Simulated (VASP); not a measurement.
OSZICAR of a VASP run on NaLiZnS2 (space group P3m1):

### OSZICAR
```
...
   4 F= -.37189450E+02 E0= -.37189450E+02  d E =-.243082E-03
       N       E                     dE             d eps       ncg     rms          rms(c)
DAV:   1    -0.371895657649E+02   -0.11595E-03   -0.60911E-03   885   0.608E-01    0.656E-02
DAV:   2    -0.371895414635E+02    0.24301E-04   -0.21373E-04   854   0.172E-01    0.348E-02
DAV:   3    -0.371895244332E+02    0.17030E-04   -0.22510E-05   844   0.543E-02    0.168E-02
DAV:   4    -0.371895229039E+02    0.15293E-05   -0.16158E-05   754   0.402E-02    0.394E-03
DAV:   5    -0.371895233792E+02   -0.47525E-06   -0.73177E-06   754   0.296E-02
   5 F= -.37189523E+02 E0= -.37189523E+02  d E =-.316283E-03
       N       E                     dE             d eps       ncg     rms          rms(c)
DAV:   1    -0.371897723691E+02   -0.24947E-03   -0.24345E-02   875   0.122E+00    0.132E-01
DAV:   2    -0.371896629589E+02    0.10941E-03   -0.86164E-04   859   0.345E-01    0.695E-02
DAV:   3    -0.371895952010E+02    0.67758E-04   -0.87827E-05   849   0.107E-01    0.335E-02
DAV:   4    -0.371895814069E+02    0.13794E-04   -0.59512E-05   764   0.770E-02    0.787E-03
DAV:   5    -0.371895859392E+02   -0.45323E-05   -0.26239E-05   754   0.557E-02    0.576E-03
DAV:   6    -0.371895920178E+02   -0.60786E-05   -0.61679E-06   754   0.231E-02    0.340E-03
DAV:   7    -0.371895932646E+02   -0.12468E-05   -0.11660E-06   552   0.110E-02    0.108E-03
DAV:   8    -0.371895949393E+02   -0.16747E-05   -0.36669E-07   512   0.664E-03    0.488E-04
DAV:   9    -0.371895951505E+02   -0.21116E-06   -0.15797E-07   422   0.455E-03
   6 F= -.37189595E+02 E0= -.37189595E+02  d E =-.388054E-03
       N       E                     dE             d eps       ncg     rms          rms(c)
DAV:   1    -0.371899663515E+02   -0.37141E-03   -0.55274E-02   719   0.231E+00    0.153E-01
DAV:   2    -0.371898281834E+02    0.13817E-03   -0.25901E-03   859   0.790E-01    0.681E-02
DAV:   3    -0.371898309655E+02   -0.27821E-05   -0.28709E-04   806   0.159E-01    0.383E-02
DAV:   4    -0.371897891080E+02    0.41858E-04   -0.75056E-05   780   0.918E-02    0.152E-02
DAV:   5    -0.371898096196E+02   -0.20512E-04   -0.34956E-05   744   0.592E-02    0.891E-03
DAV:   6    -0.371898036362E+02    0.59833E-05   -0.16027E-05   734   0.414E-02    0.458E-03
DAV:   7    -0.371898158308E+02   -0.12195E-04   -0.72307E-06   774   0.277E-02    0.224E-03
DAV:   8    -0.371898155759E+02    0.25482E-06   -0.11881E-06   545   0.125E-02
   7 F= -.37189816E+02 E0= -.37189816E+02  d E =-.220425E-03
       N       E                     dE             d eps       ncg     rms          rms(c)
DAV:   1    -0.371918941963E+02   -0.20784E-02   -0.49701E-01   714   0.690E+00    0.461E-01
DAV:   2    -0.371903823545E+02    0.15118E-02   -0.23371E-02   862   0.239E+00    0.203E-01
DAV:   3    -0.371904449129E+02   -0.62558E-04   -0.25327E-03   790   0.478E-01    0.114E-01
DAV:   4    -0.371900974990E+02    0.34741E-03   -0.66685E-04   765   0.274E-01    0.467E-02
DAV:   5    -0.371902903269E+02   -0.19283E-03   -0.30574E-04   729   0.180E-01    0.275E-02
DAV:   6    -0.371902254177E+02    0.64909E-04   -0.14869E-04   724   0.129E-01    0.138E-02
DAV:   7    -0.371903351640E+02   -0.10975E-03   -0.69895E-05   744   0.882E-02    0.676E-03
DAV:   8    -0.371903325695E+02    0.25944E-05   -0.11596E-05   824   0.382E-02    0.233E-03
DAV:   9    -0.371903423487E+02   -0.97792E-05   -0.73418E-06   744   0.296E-02    0.155E-03
DAV:  10    -0.371903441843E+02   -0.18356E-05   -0.13302E-06   527   0.126E-02    0.454E-04
DAV:  11    -0.371903460047E+02   -0.18204E-05   -0.16841E-07   487   0.430E-03    0.451E-04
DAV:  12    -0.371903457187E+02    0.28608E-06   -0.67817E-08   412   0.320E-03
   8 F= -.37190346E+02 E0= -.37190346E+02  d E =-.750568E-03
       N       E                     dE             d eps       ncg     rms          rms(c)
DAV:   1    -0.371961303087E+02   -0.57843E-02   -0.19857E+00   714   0.137E+01    0.925E-01
DAV:   2    -0.371892138446E+02    0.69165E-02   -0.93278E-02   859   0.483E+00    0.407E-01
DAV:   3    -0.371899145868E+02   -0.70074E-03   -0.10063E-02   758   0.982E-01    0.223E-01
DAV:   4    -0.371882674948E+02    0.16471E-02   -0.26688E-03   770   0.549E-01    0.980E-02
DAV:   5    -0.371893064589E+02   -0.10390E-02   -0.11608E-03   729   0.353E-01    0.573E-02
DAV:   6    -0.371889033294E+02    0.40313E-03   -0.58636E-04   724   0.256E-01    0.267E-02
DAV:   7    -0.371894348045E+02   -0.53148E-03   -0.31085E-04   724   0.185E-01    0.130E-02
DAV:   8    -0.371894358224E+02   -0.10179E-05   -0.48098E-05   824   0.774E-02    0.481E-03
DAV:   9    -0.371894545891E+02   -0.18767E-04   -0.30301E-05   734   0.600E-02    0.317E-03
DAV:  10    -0.371894657477E+02   -0.11159E-04   -0.68503E-06   764   0.284E-02    0.846E-04
DAV:  11    -0.371894681514E+02   -0.24036E-05   -0.61397E-07   562   0.828E-03    0.870E-04
DAV:  12    -0.371894669904E+02    0.11609E-05   -0.26980E-07   472   0.590E-03    0.433E-04
DAV:  13    -0.371894674104E+02   -0.41994E-06   -0.65045E-08   387   0.266E-03
   9 F= -.37189467E+02 E0= -.37189467E+02  d E =0.127740E-03
       N       E                     dE             d eps       ncg     rms          rms(c)
DAV:   1    -0.371946172736E+02   -0.51503E-02   -0.13352E+00   714   0.115E+01    0.761E-01
DAV:   2    -0.371905679391E+02    0.40493E-02   -0.63631E-02   854   0.387E+00    0.340E-01
DAV:   3    -0.371906206251E+02   -0.52686E-04   -0.68398E-03   881   0.774E-01    0.192E-01
DAV:   4    -0.371898164224E+02    0.80420E-03   -0.17976E-03   780   0.461E-01    0.723E-02
DAV:   5    -0.371902334017E+02   -0.41698E-03   -0.86384E-04   729   0.302E-01    0.420E-02
DAV:   6    -0.371901913317E+02    0.42070E-04   -0.39898E-04   724   0.209E-01    0.220E-02
DAV:   7    -0.371903860975E+02   -0.19477E-03   -0.16041E-04   724   0.135E-01    0.112E-02
DAV:   8    -0.371903911155E+02   -0.50180E-05   -0.25268E-05   814   0.569E-02    0.343E-03
DAV:   9    -0.371903865324E+02    0.45831E-05   -0.19819E-05   744   0.482E-02    0.239E-03
DAV:  10    -0.371903996372E+02   -0.13105E-04   -0.36911E-06   769   0.201E-02    0.929E-04
DAV:  11    -0.371903973546E+02    0.22826E-05   -0.33241E-07   527   0.588E-03    0.603E-04
DAV:  12    -0.371903993340E+02   -0.19794E-05   -0.18805E-07   447   0.496E-03    0.362E-04
DAV:  13    -0.371903991257E+02    0.20827E-06   -0.40176E-08   387   0.213E-03
  10 F= -.37190399E+02 E0= -.37190399E+02  d E =-.803975E-03
       N       E                     dE             d eps       ncg     rms          rms(c)
DAV:   1    -0.371904371952E+02   -0.37861E-04   -0.12317E-01   714   0.306E+00    0.750E-02
DAV:   2    -0.371904589364E+02   -0.21741E-04   -0.14754E-03   808   0.406E-01    0.327E-02
DAV:   3    -0.371905058791E+02   -0.46943E-04   -0.15482E-04   724   0.128E-01    0.203E-02
DAV:   4    -0.371904526538E+02    0.53225E-04   -0.84443E-05   714   0.940E-02    0.749E-03
DAV:   5    -0.371904944840E+02   -0.41830E-04   -0.56337E-05   714   0.761E-02    0.427E-03
DAV:   6    -0.371904931825E+02    0.13015E-05   -0.16452E-05   754   0.402E-02    0.328E-03
DAV:   7    -0.371905005843E+02   -0.74018E-05   -0.69916E-06   754   0.265E-02    0.136E-03
DAV:   8    -0.371905005301E+02    0.54152E-07   -0.19797E-06   794   0.145E-02
  11 F= -.37190501E+02 E0= -.37190501E+02  d E =-.101404E-03
       N       E                     dE             d eps       ncg     rms          rms(c)
DAV:   1    -0.371905030694E+02   -0.24851E-05   -0.61115E-03   714   0.680E-01    0.166E-02
DAV:   2    -0.371905028358E+02    0.23358E-06   -0.74122E-05   818   0.916E-02    0.734E-03
DAV:   3    -0.371905063726E+02   -0.35368E-05   -0.81103E-06   739   0.294E-02    0.468E-03
DAV:   4    -0.371905003178E+02    0.60548E-05   -0.44046E-06   734   0.220E-02    0.171E-03
DAV:   5    -0.371905039866E+02   -0.36688E-05   -0.31041E-06   734   0.183E-02    0.929E-04
DAV:   6    -0.371905028495E+02    0.11371E-05   -0.89261E-07   477   0.990E-03    0.651E-04
DAV:   7    -0.371905038379E+02   -0.98847E-06   -0.37529E-07   462   0.623E-03
  12 F= -.37190504E+02 E0= -.37190504E+02  d E =-.104712E-03
       N       E                     dE             d eps       ncg     rms          rms(c)
DAV:   1    -0.371907758392E+02   -0.27299E-03   -0.11245E-02   739   0.127E+00    0.108E-01
DAV:   2    -0.371906032458E+02    0.17259E-03   -0.10295E-03   854   0.577E-01    0.472E-02
DAV:   3    -0.371905906210E+02    0.12625E-04   -0.11748E-04   876   0.931E-02    0.238E-02
DAV:   4    -0.371905879105E+02    0.27105E-05   -0.28759E-05   754   0.527E-02    0.121E-02
DAV:   5    -0.371905915512E+02   -0.36407E-05   -0.10875E-05   714   0.333E-02    0.736E-03
DAV:   6    -0.371905919291E+02   -0.37788E-06   -0.70671E-06   714   0.286E-02
  13 F= -.37190592E+02 E0= -.37190592E+02  d E =-.880912E-04
       N       E                     dE             d eps       ncg     rms          rms(c)
DAV:   1    -0.371915041706E+02   -0.91262E-03   -0.55811E-02   739   0.284E+00    0.239E-01
DAV:   2    -0.371907478397E+02    0.75633E-03   -0.50925E-03   854   0.128E+00    0.105E-01
DAV:   3    -0.371906729785E+02    0.74861E-04   -0.57542E-04   865   0.206E-01    0.528E-02
DAV:   4    -0.371906420844E+02    0.30894E-04   -0.14169E-04   754   0.117E-01    0.271E-02
DAV:   5    -0.371906599285E+02   -0.17844E-04   -0.53859E-05   714   0.748E-02    0.164E-02
DAV:   6    -0.371906556573E+02    0.42713E-05   -0.34640E-05   714   0.641E-02    0.573E-03
DAV:   7    -0.371906724014E+02   -0.16744E-04   -0.11022E-05   714   0.385E-02    0.282E-03
DAV:   8    -0.371906729007E+02   -0.49925E-06   -0.11458E-06   612   0.129E-02
  14 F= -.37190673E+02 E0= -.37190673E+02  d E =-.169063E-03
```

Question: Which electronic solver shows in the log?

Answer: It is blocked Davidson (ALGO = Normal, or the opening steps of other solvers). The INCAR had ALGO = Normal.

Question: Can the final energy be trusted as converged?

Answer: The run converged. It stopped with EDIFF = 1E-6, NELM = 100, NSW = 60 and EDIFFG = -0.02 after 14 ionic steps (r2SCAN meta-GGA, plane waves, VASP's PBE PAW potentials (set 64)).

The structure comes from a computed database's NaLiZnS2 entry (P3m1); how it stands against other phases isn't given here. This run relaxes it. Symmetry was kept, so distortions that lower it aren't found. The start is the result of an earlier pass.
